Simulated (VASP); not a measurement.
Input:

```
CELL_PARAMETERS angstrom
      0.00000     2.90464     2.90464
      2.90464     0.00000     2.90464
      2.90464     2.90464     0.00000
ATOMIC_POSITIONS crystal
  Pb 0.00000 0.00000 0.00000
  F  0.25000 0.25000 0.25000
  F  0.75000 0.75000 0.75000
```

These are optB86b-vdW, VASP's PBE PAW potentials (set 64) (plane waves; VASP) values and carry that method's errors. Settings: 520 eV cut-off, 7×7×7 Γ-centred mesh, Gaussian smearing of 0.050 eV, potentials Pb_d F.

What does the run give for the energy per atom (σ→0), pressure?

energy per atom (σ→0): -2.460 eV/atom
pressure: 5.39 GPa

Total energies compare only between runs with the same potentials, cut-off and functional.

The compound is PbF2 in the fluorite structure, the β form. This cell is one point of a volume scan, at 0.94 of the reference volume.
